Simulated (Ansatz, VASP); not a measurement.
# Ru (Ruthenium) in two plane-wave programs, part 2 of 2

One calculation is typed for both programs; each brings its own data sets. How far apart do they land? The cell is taken from a series of runs on this material, whose earlier steps may have relaxed, scaled, displaced or heated it; both programs get it as it stands.

VASP 6.6.1 and Ansatz 0.2.0.

So far: Starting point; Ansatz: zone-centre phonons, PBEsol; VASP: zone-centre phonons, PBEsol.

## 3. VASP: zone-centre phonons, PBEsol (continued)

Level of this step: PBEsol; plane waves and PAW (Ru_pv) (VASP).

Numbers of over 12 decimals in the logs are rounded to 6 here.

From OUTCAR (step 3):

```text
ion  position               nearest neighbor table
   1  0.333  0.667  0.250-   2 2.68   2 2.68   2 2.68   2 2.68   2 2.68   2 2.68
   2  0.667  0.333  0.750-   1 2.68   1 2.68   1 2.68   1 2.68   1 2.68   1 2.68

  LATTYP: Found a hexagonal cell.
 ALAT       =     2.6735792770
 C/A-ratio  =     1.6370469068

 Subroutine GETGRP returns: Found 24 space group operations
 (whereof 12 operations were pure point group operations)

The static configuration has the point symmetry D_3d.
 The point group associated with its full space group is D_6h.

 Found    259 irreducible k-points:

   k-points           NKPTS =    259   k-points in BZ     NKDIM =    259   number of bands    NBANDS=     20

   dimension x,y,z NGX =    20 NGY =   20 NGZ =   32
   dimension x,y,z NGXF=    40 NGYF=   40 NGZF=   64

   ENCUT  =  500.0 eV  36.75 Ry    6.06 a.u.   4.87  4.87  7.98*2*pi/ulx,y,z

   NELECT =      28.0000    total number of electrons

 k-points in reciprocal lattice and weights: Automatic mesh
   0.00000000  0.00000000  0.00000000       0.000
   0.05555556  0.00000000  0.00000000       0.002
   0.11111111  0.00000000  0.00000000       0.002
   0.16666667  0.00000000  0.00000000       0.002
   0.22222222  0.00000000  0.00000000       0.002
   0.27777778  0.00000000  0.00000000       0.002
   0.33333333  0.00000000  0.00000000       0.002
   0.38888889  0.00000000  0.00000000       0.002
   0.44444444  0.00000000  0.00000000       0.002
[...]
0.33333333  0.27777778  0.50000000       0.003
   0.33333333  0.33333333  0.50000000       0.001

 average (electrostatic) potential at core
       1 -67.0961       2 -67.0961

  Total       -0.0193588     -0.0193588     -2.8766725      0.0000000      0.0000000      0.0000000
  in kB       -1.1447721     -1.1447721   -170.1100812      0.0000000      0.0000000      0.0000000
  external PRESSURE =     -57.4665418 kB  Pullay stress =       0.0000000 kB

  energy-cutoff  :      500.00
  volume of cell :       27.09
      direct lattice vectors                 reciprocal lattice vectors
     2.673579277  0.000000000  0.000000000     0.374030428  0.215946568  0.000000000
    -1.336789638  2.315387573  0.000000000     0.000000000  0.431893136  0.000000000
     0.000000000  0.000000000  4.376774686     0.000000000  0.000000000  0.228478748

 POSITION                                       TOTAL-FORCE (eV/Angst)
 -----------------------------------------------------------------------------------
     -0.00000      1.54359      1.09419         0.000000      0.000000      0.000000
      1.33679      0.77180      3.28258        -0.000000      0.000000      0.000000
 -----------------------------------------------------------------------------------
    total drift:                               -0.000002      0.000001     -0.000000

 Eigenvectors and eigenvalues of the dynamical matrix
 ----------------------------------------------------

   1 f  =    6.853524 THz    43.061961 2PiTHz  228.608950 cm-1    28.343885 meV
             X         Y         Z           dx          dy          dz
     -0.000000  1.543592  1.094194    -0.000000    0.000000   -0.707107
      1.336790  0.771796  3.282581     0.000000    0.000000    0.707107

   2 f  =    5.786659 THz    36.358648 2PiTHz  193.022151 cm-1    23.931686 meV
             X         Y         Z           dx          dy          dz
     -0.000000  1.543592  1.094194     0.707107    0.000000   -0.000000
      1.336790  0.771796  3.282581    -0.707107   -0.000000    0.000000

   3 f  =    5.786659 THz    36.358648 2PiTHz  193.022151 cm-1    23.931686 meV
             X         Y         Z           dx          dy          dz
     -0.000000  1.543592  1.094194     0.000000   -0.707107    0.000000
      1.336790  0.771796  3.282581    -0.000000    0.707107    0.000000

   4 f  =    0.000000 THz     0.000000 2PiTHz    0.000000 cm-1     0.000000 meV
             X         Y         Z           dx          dy          dz
     -0.000000  1.543592  1.094194     0.500000    0.500000    0.000000
      1.336790  0.771796  3.282581     0.500000    0.500000    0.000000

   5 f  =    0.000000 THz     0.000000 2PiTHz    0.000000 cm-1     0.000000 meV
             X         Y         Z           dx          dy          dz
     -0.000000  1.543592  1.094194     0.000000    0.000000    0.707107
      1.336790  0.771796  3.282581    -0.000000    0.000000    0.707107

   6 f/i=    0.000000 THz     0.000000 2PiTHz    0.000000 cm-1     0.000000 meV
             X         Y         Z           dx          dy          dz
     -0.000000  1.543592  1.094194    -0.500000    0.500000    0.000000
      1.336790  0.771796  3.282581    -0.500000    0.500000    0.000000

 ELASTIC MODULI CONTR FROM IONIC RELAXATION (kBar)
 Direction    XX          YY          ZZ          XY          YZ          ZX
 --------------------------------------------------------------------------------
 XX         -58.9781     58.9781      0.0000     -0.0000      0.0000      0.0000
 YY          58.9781    -58.9781     -0.0000      0.0000     -0.0000      0.0000
 ZZ           0.0000     -0.0000     -0.0000      0.0000     -0.0000      0.0000
 XY          -0.0000      0.0000      0.0000    -58.9781      0.0000      0.0000
 YZ           0.0000     -0.0000     -0.0000      0.0000     -0.0000      0.0000
 ZX           0.0000      0.0000      0.0000      0.0000      0.0000      0.0000
 --------------------------------------------------------------------------------
```

## 4. Comparison

Known differences besides the potentials themselves: the data sets hold 32 valence electrons in Ansatz (on its PAW soft_1 files) and 28 in VASP; the cutoff is 420 eV in Ansatz and 500 eV in VASP; Ansatz makes its cores anew for this functional, VASP keeps those of its PBE data sets. Total energies have different zeros and are not compared.

The two programs side by side:

```
                  quantity  Ansatz   VASP  difference
optical mode 1 to 2 (cm⁻¹)   193.1  193.0     +0.04 %
     optical mode 3 (cm⁻¹)   228.7  228.6     +0.06 %
```

Modes are paired by rising frequency, not by their patterns, so a pair may set unlike modes beside each other; they are those without the splitting of longitudinal modes.

## 5. Outcome

| Property | Result |
| --- | --- |
| r.m.s. difference of the optical zone-centre modes, each program's sorted by frequency (zone-centre phonons, PBEsol) | 0.094 cm⁻¹ |

What this shows: The r.m.s. difference of the optical zone-centre modes, each program's sorted by frequency is 0.094 cm⁻¹ (zone-centre phonons, PBEsol). The data sets hold unlike numbers of valence electrons (32 in Ansatz and 28 in VASP), so part of the differences comes from the potentials. How closely two codes agree says nothing of how well the functional describes the real material.

[Lines on the potential files, build, host, timing and source positions are cut from VASP's logs without a mark.]

[Logs are printed without paths, hosts, clocks, repeated set-up lines and the standing remarks that a program may print on its own settings, such as how far it seeks lower states.]

[Hosts, paths, dates, database ids (printed as entryN), source tags and the programs' standing remarks are cut or masked in the printed files.]
